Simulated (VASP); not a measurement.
```
SnO
1.0
    3.86186     0.00000     0.00000
    0.00000     3.86186     0.00000
    0.00000     0.00000     5.20065
Sn O
2 2
Direct
  0.50000   0.00000   0.77827
  0.00000   0.50000   0.22173
  0.50000   0.50000   0.00000
  0.00000   0.00000   0.00000
```

All values below come from revPBE GGA, VASP's PBE PAW potentials (set 64) (plane waves; VASP). Settings: 520 eV cut-off, 6×6×4 Γ-centred mesh, Gaussian smearing of 0.050 eV, potentials Sn_d O.

Without a dispersion term in the relaxation, distances and binding between the weakly bound layers, chains or molecules are unreliable, and so is what depends on them.

Q: The ions and cell shape at fixed volume are relaxed. What does this cell relax into?

A: 
```
SnO
1.0
    3.88986     0.00000     0.00000
    0.00000     3.88986     0.00000
    0.00000     0.00000     5.12606
Sn O
2 2
Cartesian
  1.94493   3.88986   3.96040
  0.00000   1.94493   1.16566
  1.94493   1.94493   0.00000
  0.00000   0.00000   0.00000
```
Space group P4/nmm (129), at a tolerance of 0.03 Å.

Q: How much energy does the relaxation gain?

A: The energy (σ→0) changes by -3.4 meV/atom, in 5 ionic steps.

```csv
step,E(σ→0) (eV),max force (eV/Å),pressure (GPa),volume (Å³)
1,-21.4203,0.413,2.47,77.56
2,-21.4306,0.073,1.31,77.56
3,-21.4311,0.024,0.99,77.56
4,-21.4328,0.013,0.84,77.56
5,-21.4340,0.003,0.56,77.56
```

The compound is SnO in the litharge structure. This cell is one point of a volume scan, at 0.97 of the reference volume. Symmetry was kept, so distortions that lower it aren't found.
